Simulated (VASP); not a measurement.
Given:

```
LiCl
1.0
    0.00000     2.59757     2.59757
    2.59757     0.00000     2.59757
    2.59757     2.59757     0.00000
Li Cl
1 1
Direct
  0.00000   0.00000   0.00000
  0.50000   0.50000   0.50000
```

Level of theory: rev-vdW-DF2, VASP's PBE PAW potentials (set 64) (plane waves; VASP 6.6.1). Settings: 520 eV cut-off, 9×9×9 Γ-centred mesh, Gaussian smearing of 0.050 eV, potentials Li_sv Cl.

Q: Give the stress tensor in GPa (positive for a compressed cell).

A: 
```
-1.81   0.00   0.00
 0.00  -1.81   0.00
 0.00   0.00  -1.81
```
The pressure is its mean diagonal, -1.81 GPa.

The compound is LiCl in the rock salt structure. This cell is one point of a volume scan, at 1.06 of the reference volume.
